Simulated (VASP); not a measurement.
# ScBPd3 (Pm-3m) in VASP: single point with PBE

Aim: the single point of ScBPd3 with PBE.

All numbers are computed with VASP 6.6.1; they aren't measurements. Logs are shortened: lines on timing, memory, paths and dates and some standing lists are left out, and cuts for length are marked.

**1. The crystal as given**

The structure is cubic, space group Pm-3m (No. 221). Conventional cell: a = 4.053 Å, b = 4.053 Å, c = 4.053 Å, α = 90.00°, β = 90.00°, γ = 90.00°. Pd (site symmetry 4/mmm) has 2 B at 2.03 Å as nearest neighbours. Sc (site symmetry m-3m) has 12 Pd at 2.87 Å as nearest neighbours. B (site symmetry m-3m) is surrounded by 6 Pd at 2.03 Å.

The cell was built by a generator and needn't be a form met in nature.

**2. Single point, PBE**

File INCAR:

```
ALGO     = Fast           # electronic algorithm
EDIFF    = 1E-6           # SCF threshold, eV
ENCUT    = 520            # plane-wave cutoff, eV
GGA      = PE             # functional
ISIF     = 2              # what is computed and relaxed
ISMEAR   = -1             # smearing method
LASPH    = T              # aspherical terms in the spheres
LCHARG   = F              # write CHGCAR
LREAL    = F              # projectors in reciprocal space
LWAVE    = F              # write WAVECAR
NBANDS   = 30             # bands
NELM     = 60             # most SCF steps
PREC     = Accurate       # precision mode
SIGMA    = 0.1            # smearing width, eV
```

File KPOINTS:

```
k-points
0
Gamma
  8 8 8
```

File POSCAR:

```
ScBPd3
1.0
    4.0526300000      0.0000000000      0.0000000000
    0.0000000000      4.0526300000      0.0000000000
    0.0000000000      0.0000000000      4.0526300000
Pd Sc B
3 1 1
Direct
    0.0000000000      0.5000000000      0.5000000000
    0.5000000000      0.0000000000      0.5000000000
    0.5000000000      0.5000000000      0.0000000000
    0.0000000000      0.0000000000      0.0000000000
    0.5000000000      0.5000000000      0.5000000000
```

Potentials or basis: VASP PAW PBE potentials, release 64 (Pd, Sc_sv, B).

Started as:

```console
$ cat potpaw_PBE.64/Pd/POTCAR potpaw_PBE.64/Sc_sv/POTCAR potpaw_PBE.64/B/POTCAR > POTCAR
$ mpirun -np 1 vasp_std > vasp.out
```

OUTCAR:

```text
EDIFF = 1E-6
   ENCUT = 520
   GGA = PE
   ISIF = 2
   ISMEAR = -1
   LASPH = T
   LREAL = F
   NELM = 60
   PREC = Accurate

 ion  position               nearest neighbor table
   1  0.000  0.500  0.500-   5 2.03   5 2.03   4 2.87   2 2.87   3 2.87   4 2.87   2 2.87   4 2.87
                             4 2.87   2 2.87   3 2.87   3 2.87   3 2.87   2 2.87
   2  0.500  0.000  0.500-   5 2.03   5 2.03   4 2.87   1 2.87   3 2.87   4 2.87   1 2.87   3 2.87
                             3 2.87   3 2.87   1 2.87   4 2.87   4 2.87   1 2.87
   3  0.500  0.500  0.000-   5 2.03   5 2.03   4 2.87   1 2.87   1 2.87   2 2.87   2 2.87   2 2.87
                             4 2.87   2 2.87   1 2.87   4 2.87   1 2.87   4 2.87
   4  0.000  0.000  0.000-   1 2.87   2 2.87   3 2.87   1 2.87   2 2.87   1 2.87   3 2.87   1 2.87
                             2 2.87   3 2.87   2 2.87   3 2.87
   5  0.500  0.500  0.500-   1 2.03   2 2.03   3 2.03   3 2.03   2 2.03   1 2.03

  LATTYP: Found a simple cubic cell.
 ALAT       =     4.0526300000

  Lattice vectors:

 A1 = (   4.0526300000,   0.0000000000,   0.0000000000)
 A2 = (   0.0000000000,   4.0526300000,   0.0000000000)
 A3 = (   0.0000000000,   0.0000000000,   4.0526300000)

Analysis of symmetry for initial positions (statically):
=====================================================================
 Subroutine PRICEL returns:
 Original cell was already a primitive cell.

 Routine SETGRP: Setting up the symmetry group for a
 simple cubic supercell.

 Subroutine GETGRP returns: Found 48 space group operations
 (whereof 48 operations were pure point group operations)
 out of a pool of 48 trial point group operations.

The static configuration has the point symmetry O_h .

Analysis of symmetry for dynamics (positions and initial velocities):
=====================================================================
 Subroutine PRICEL returns:
 Original cell was already a primitive cell.

 Routine SETGRP: Setting up the symmetry group for a
 simple cubic supercell.

 Subroutine GETGRP returns: Found 48 space group operations
 (whereof 48 operations were pure point group operations)
 out of a pool of 48 trial point group operations.

The dynamic configuration has the point symmetry O_h .

 Subroutine INISYM returns: Found 48 space group operations
 (whereof 48 operations are pure point group operations),
 and found     1 'primitive' translations

----------------------------------------------------------------------------------------

                                     Primitive cell

  volume of cell :      66.5596

  direct lattice vectors                    reciprocal lattice vectors
     4.052630000  0.000000000  0.000000000     0.246753343  0.000000000  0.000000000
     0.000000000  4.052630000  0.000000000     0.000000000  0.246753343  0.000000000
     0.000000000  0.000000000  4.052630000     0.000000000  0.000000000  0.246753343

  length of vectors
     4.052630000  4.052630000  4.052630000     0.246753343  0.246753343  0.246753343

  position of ions in fractional coordinates (direct lattice)
     0.000000000  0.500000000  0.500000000
     0.500000000  0.000000000  0.500000000
     0.500000000  0.500000000  0.000000000
     0.000000000  0.000000000  0.000000000
     0.500000000  0.500000000  0.500000000

  ion indices of the primitive-cell ions
   primitive index   ion index
                 1           1
                 2           2
                 3           3
                 4           4
                 5           5

----------------------------------------------------------------------------------------

 KPOINTS: k-points

Automatic generation of k-mesh.
 Grid dimensions read from file:
 generate k-points for:    8    8    8

 Generating k-lattice:

  Cartesian coordinates                     Fractional coordinates (reciprocal lattice)
     0.030844168  0.000000000  0.000000000     0.125000000  0.000000000  0.000000000
     0.000000000  0.030844168  0.000000000     0.000000000  0.125000000  0.000000000
     0.000000000  0.000000000  0.030844168     0.000000000  0.000000000  0.125000000

  Length of vectors
     0.030844168  0.030844168  0.030844168

  Shift w.r.t. Gamma in fractional coordinates (k-lattice)
     0.000000000  0.000000000  0.000000000

 Subroutine IBZKPT returns following result:
 ===========================================

 Found     35 irreducible k-points:

 Following reciprocal coordinates:
            Coordinates               Weight
  0.000000  0.000000  0.000000      1.000000
  0.125000  0.000000  0.000000      6.000000
  0.250000  0.000000  0.000000      6.000000
  0.375000  0.000000  0.000000      6.000000
  0.500000  0.000000  0.000000      3.000000
  0.125000  0.125000  0.000000     12.000000
[... 16 lines left out ...]
  0.375000  0.375000  0.125000     24.000000
  0.500000  0.375000  0.125000     24.000000
 [... further k-points ...]
   k-points           NKPTS =     35   k-points in BZ     NKDIM =     35   number of bands    NBANDS=     30
   number of dos      NEDOS =    301   number of ions     NIONS =      5
   total plane-waves  NPLWV =  27000
   dimension x,y,z NGX =    30 NGY =   30 NGZ =   30
   dimension x,y,z NGXF=    60 NGYF=   60 NGZF=   60
   ions per type =               3   1   1
   NGX,Y,Z   is equivalent  to a cutoff of  12.31, 12.31, 12.31 a.u.
   NGXF,Y,Z  is equivalent  to a cutoff of  24.61, 24.61, 24.61 a.u.
 SYSTEM =  unknown system
   PREC   = accura    normal or accurate (medium, high low for compatibility)
   ISTART =      0    job   : 0-new  1-cont  2-samecut
   ICHARG =      2    charge: 1-file 2-atom 10-const
   ISPIN  =      1    spin polarized calculation?
   LNONCOLLINEAR =      F non collinear calculations
   LSORBIT =      F    spin-orbit coupling
   LASPH  =      T    aspherical Exc in radial PAW
   ENCUT  =  520.0 eV  38.22 Ry    6.18 a.u.   7.54  7.54  7.54*2*pi/ulx,y,z
   NELM   =     60;   NELMIN=  2; NELMDL= -5     # of ELM steps
   EDIFF  = 0.1E-05   stopping-criterion for ELM
   LREAL  =      F    real-space projection
   EDIFFG = 0.1E-04   stopping-criterion for IOM
   NSW    =      0    number of steps for IOM
   IBRION =     -1    ionic relax: 0-MD 1-quasi-New 2-CG
   NFREE  =      0    steps in history (QN), initial steepest desc. (CG)
   ISIF   =      2    stress and relaxation
   ISYM   =      2    0-nonsym 1-usesym 2-fastsym
   POTIM  = 0.5000    time-step for ionic-motion
   TEBEG  =    0.0;   TEEND  =   0.0 temperature during run
   PSTRESS=    0.0 pullay stress
   NELECT =      44.0000    total number of electrons
   NUPDOWN=      -1.0000    fix difference up-down
   EMIN   =  10.00;   EMAX   =-10.00  energy-range for DOS
   EFERMI =   0.00;   METHOD = LEGACY
   ISMEAR =    -1;   SIGMA  =   0.10  broadening in eV -4-tet -1-fermi 0-gaus
   EFERMI_NEDOS =   21; number of points for ismear=-14 and -15
   IALGO  =     68    algorithm
   IMIX   =      4    mixing-type and parameters
     AMIX     =   0.40;   BMIX     =  1.00
     AMIX_MAG =   1.60;   BMIX_MAG =  1.00
  volume/ion in A,a.u.               =      13.31        89.83
  Fermi-wavevector in a.u.,A,eV,Ry     =   1.426118  2.694972 27.671696  2.033812
  Thomas-Fermi vector in A             =   2.546429
   LORBIT       =      0    0 simple, 1 ext, 2 COOP (PROOUT), +10 PAW based schemes
   GGA     = PE    functional components
   LHFCALC =     F    Hartree Fock is set to
   AEXX    =    0.0000 exact exchange contribution
   IVDW    =     0    specifies the selected vdW correction
   LEPSILON=     F    determine dielectric tensor
   LRPA    =     F    only Hartree local field effects (RPA)
 non-spin polarized calculation
 RMM-DIIS sequential band-by-band and
  energy-cutoff  :      520.00
  volume of cell :       66.56
 maximum number of plane-waves:      1856
   NGX = 15   NGY = 15   NGZ = 15

 number of electron      43.9999991 magnetization

 Free energy of the ion-electron system (eV)
  ---------------------------------------------------
  ext. energy  EPLUGINS =         0.00000000
  ---------------------------------------------------
  free energy    TOTEN  =       -30.70540514 eV

  energy without entropy =      -30.59119303  energy(sigma->0) =      -30.64829908

 E-fermi :  10.0862     XC(G=0): -12.7410

 val. band max:       10.0797595344   @ k =   0.3750   0.1250   0.0000
 cond. band min:      10.1237955898   @ k =   0.2500   0.1250   0.1250
 fundamental gap:      0.0440360554
 Fermi energy:        10.0862035764

 k-point     1 :       0.0000    0.0000    0.0000
  band No.  band energies     occupation
      1     -40.4449      2.00000
      2     -19.0523      2.00000
      3     -19.0523      2.00000
      4     -19.0523      2.00000
      5      -1.6191      2.00000
      6       3.0795      2.00000
[... 22 lines left out ...]
     29      16.1218      0.00000
     30      16.1221      0.00000

 k-point     2 :       0.1250    0.0000    0.0000
  band No.  band energies     occupation
      1     -40.4447      2.00000
      2     -19.0570      2.00000
      3     -19.0527      2.00000
      4     -19.0527      2.00000
      5      -1.4946      2.00000
      6       3.2155      2.00000
[... 22 lines left out ...]
     29      15.7485      0.00000
     30      16.3675      0.00000

 k-point     3 :       0.2500    0.0000    0.0000
  band No.  band energies     occupation
      1     -40.4440      2.00000
      2     -19.0685      2.00000
      3     -19.0538      2.00000
      4     -19.0538      2.00000
      5      -1.1509      2.00000
      6       3.5928      2.00000
[... 22 lines left out ...]
     29      15.5944      0.00000
     30      16.8856      0.00000

 k-point     4 :       0.3750    0.0000    0.0000
  band No.  band energies     occupation
      1     -40.4434      2.00000
      2     -19.0799      2.00000
      3     -19.0550      2.00000
      4     -19.0550      2.00000
      5      -0.7100      2.00000
      6       3.7356      2.00000
[... 22 lines left out ...]
     29      15.8704      0.00000
     30      16.6730      0.00000

 k-point     5 :       0.5000    0.0000    0.0000
  band No.  band energies     occupation
      1     -40.4431      2.00000
      2     -19.0846      2.00000
      3     -19.0554      2.00000
      4     -19.0554      2.00000
      5      -0.4766      2.00000
      6       3.3166      2.00000
[... 22 lines left out ...]
     29      16.2250      0.00000
     30      16.3587      0.00000
[... 526 lines left out ...]
     29      14.4030      0.00000
     30      16.4579      0.00000

 k-point    22 :       0.5000    0.2500    0.1250
  band No.  band energies     occupation
      1     -40.4425      2.00000
      2     -19.0801      2.00000
      3     -19.0666      2.00000
      4     -19.0589      2.00000
      5       0.1215      2.00000
      6       2.7794      2.00000
[... 22 lines left out ...]
     29      14.2526      0.00000
     30      16.4140      0.00000

 k-point    23 :       0.3750    0.3750    0.1250
  band No.  band energies     occupation
      1     -40.4423      2.00000
      2     -19.0758      2.00000
      3     -19.0732      2.00000
      4     -19.0594      2.00000
      5       0.3419      2.00000
      6       2.8637      2.00000
[... 22 lines left out ...]
     29      13.6338      0.00000
     30      16.7165      0.00000

 k-point    24 :       0.5000    0.3750    0.1250
  band No.  band energies     occupation
      1     -40.4422      2.00000
      2     -19.0776      2.00000
      3     -19.0737      2.00000
      4     -19.0597      2.00000
      5       0.6283      2.00000
      6       2.5633      2.00000
[... 22 lines left out ...]
     29      13.4471      0.00000
     30      16.7543      0.00000

 [... further k-points ...]

------------------------ aborting loop because EDIFF is reached ----------------------------------------

  FORCE on cell =-STRESS in cart. coord.  units (eV):
  Direction    XX          YY          ZZ          XY          YZ          ZX
  --------------------------------------------------------------------------------------
  -------------------------------------------------------------------------------------
  Total       10.9497780     10.9497780     10.9497780      0.0000000      0.0000000     -0.0000000
  in kB      263.5754959    263.5754959    263.5754959      0.0000000      0.0000000     -0.0000000
  external PRESSURE =     263.5754959 kB  Pullay stress =       0.0000000 kB

 VOLUME and BASIS-vectors are now :
 -----------------------------------------------------------------------------
  energy-cutoff  :      520.00
  volume of cell :       66.56
      direct lattice vectors                 reciprocal lattice vectors
     4.052630000  0.000000000  0.000000000     0.246753343  0.000000000  0.000000000
     0.000000000  4.052630000  0.000000000     0.000000000  0.246753343  0.000000000
     0.000000000  0.000000000  4.052630000     0.000000000  0.000000000  0.246753343

 POSITION                                       TOTAL-FORCE (eV/Angst)
 -----------------------------------------------------------------------------------
      0.00000      2.02631      2.02631         0.000000      0.000000      0.000000
      2.02631      0.00000      2.02631         0.000000      0.000000      0.000000
      2.02631      2.02631      0.00000         0.000000      0.000000      0.000000
      0.00000      0.00000      0.00000         0.000000      0.000000      0.000000
      2.02631      2.02631      2.02631         0.000000      0.000000      0.000000
 -----------------------------------------------------------------------------------
    total drift:                                0.000000      0.000000     -0.000000

  FREE ENERGIE OF THE ION-ELECTRON SYSTEM (eV)
  ---------------------------------------------------
  free  energy   TOTEN  =       -30.7054051400 eV

  energy  without entropy=      -30.5911930297  energy(sigma->0) =      -30.64829908
```

Wall time 44 s (1 thread of Intel Xeon Platinum 8488C (Sapphire Rapids), shared host); peak memory 0.2 GiB.

What came out:

```yaml
Free_energy: -30.7054 eV
Pressure: 26.4 GPa
Band_gap_on_the_k_mesh: none (metal or under the smearing width)
```

Levels at points of the mesh, in eV from the Fermi level:
| k point | band 18 | band 19 | band 20 | band 21 | band 22 | band 23 | band 24 | band 25 | band 26 | band 27 |
| --- | --- | --- | --- | --- | --- | --- | --- | --- | --- | --- |
| (0.00, 0.00, 0.00) | -1.97 | -1.97 | -1.75 | -1.74 | -1.74 | -1.74 | 1.42 | 1.42 | 2.51 | 2.51 |
| (0.50, 0.00, 0.00) | -3.17 | -3.17 | -2.68 | -1.74 | 0.20 | 0.20 | 1.04 | 1.57 | 1.90 | 1.90 |
| (0.50, 0.50, 0.00) | -3.31 | -3.10 | -2.82 | -1.87 | -0.31 | -0.31 | 0.93 | 0.93 | 1.58 | 2.03 |
| (0.50, 0.50, 0.50) | -1.89 | -1.89 | -1.89 | -0.35 | -0.35 | -0.35 | 0.40 | 0.40 | 0.40 | 2.23 |

Caveat: so large a pressure means that the cell lies far from this level's equilibrium, or that cutoff or potentials fall short.
